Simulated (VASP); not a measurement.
Consider the following.

```yaml
crystal:
  lattice:
    - [2.97960, 0.00000, 0.00000]
    - [0.00000, 2.97960, 0.00000]
    - [0.00000, 0.00000, 2.97960]
  atoms:
    - { symbol: Zn, position: [0.50000, 0.50000, 0.50000] }
    - { symbol: Cu, position: [0.00000, 0.00000, 0.00000] }
```

Level of theory: r2SCAN meta-GGA, VASP's PBE PAW potentials (set 64) (plane waves; VASP). Numerical set-up: 520 eV cut-off, 12×12×12 Γ-centred mesh, first-order Methfessel-Paxton smearing of 0.10 eV, potentials Zn Cu.

Q: The job: CuZn (CsCl type), 2 atoms, r2SCAN, static run, 520 eV, 12×12×12 Γ-centred mesh. Roughly how much core time does it take on a busy server core?

A: About 3 core-minutes (one run on a shared machine, a rough figure). It had 84 irreducible k-points, 15 bands, up to 739 plane waves and 17 electronic steps.

The compound is CuZn in the CsCl type structure. This cell is one point of a volume scan, at 1.06 of the reference volume.
